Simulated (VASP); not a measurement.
Calculation: PBE GGA, VASP's PBE PAW potentials (set 64) (plane waves; VASP).

VASP input:

**KPOINTS**
```
Automatic mesh
0
Gamma
12 12 9
0 0 0
```

INCAR:
```
# general
SYSTEM  = MgB2
PREC    = Accurate
ENCUT   = 620
LREAL   = .False.
LASPH   = .True.

# electronic loop
EDIFF   = 1E-6
NELM    = 100
ALGO    = Normal

# smearing
ISMEAR  = 1
SIGMA   = 0.1

# functional
GGA     = PE

# ions
IBRION  = 2
NSW     = 40
ISIF    = 3
EDIFFG  = -0.02
PSTRESS = 300

# output
LWAVE   = .False.
LCHARG  = .False.
```

File POSCAR:
```
MgB2
1
    1.4753813726    -2.5554347394     0.0000000000
    1.4753813726     2.5554347394     0.0000000000
    0.0000000000     0.0000000000     3.2680587696
Mg B
1 2
Direct
  0.0000000000   0.0000000000   0.0000000000
  0.3333330000   0.6666670000   0.5000000000
  0.6666670000   0.3333330000   0.5000000000
```

POTCAR, in this order: Mg B (PBE.64 set). Program: vasp_std.

**Question.** What will the output report for the number of irreducible k-points (NKPTS), largest plane-wave count, number of space-group operations, FFT grid (NGX, NGY, NGZ)?

**Answer.** 
```json
{
  "number of irreducible k-points (NKPTS)": "95",
  "largest_plane_wave_count": "880",
  "number_of_space_group_operations": "24",
  "FFT grid (NGX, NGY, NGZ)": "24 × 24 × 28"
}
```

The compound is MgB2 in the AlB2 type structure. It was relaxed first under an external pressure of 30 GPa.
